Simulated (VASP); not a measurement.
Level of theory: vdW-DF-cx, VASP's PBE PAW potentials (set 64) (plane waves; VASP 6.6.1).

VASP ran on this input.

**INCAR**
```
AGGAC  =  0.0
ALGO  =  Normal
EDIFF  =  1E-7
ENCUT  =  520
GGA  =  CX
ISIF  =  2
ISMEAR  =  -5
LASPH  =  .TRUE.
LCHARG  =  .TRUE.
LORBIT  =  11
LREAL  =  .FALSE.
LUSE_VDW  =  .TRUE.
LWAVE  =  .FALSE.
NEDOS  =  601
NELM  =  100
PREC  =  Accurate
SYSTEM  =  Ca
```

File KPOINTS:
```
Automatic
0
gamma
  13 13 13
0 0 0
```

**POSCAR**
```
Ca
1.0
  0.0000000000   2.7381501741   2.7381501741
  2.7381501741   0.0000000000   2.7381501741
  2.7381501741   2.7381501741   0.0000000000
Ca
1
Cartesian
  0.0000000000   0.0000000000   0.0000000000
```

POTCAR, in this order: Ca_sv (PBE.64 set). Program: vasp_std.

Q: What will the output report for the number of irreducible k-points (NKPTS), largest plane-wave count, number of space-group operations, FFT grid (NGX, NGY, NGZ)?

A: 
```json
{
  "number of irreducible k-points (NKPTS)": "84",
  "largest_plane_wave_count": "1121",
  "number_of_space_group_operations": "48",
  "FFT grid (NGX, NGY, NGZ)": "30 × 30 × 30"
}
```

The compound is Ca in the fcc structure. It was relaxed first, which changed the volume by -5 %.
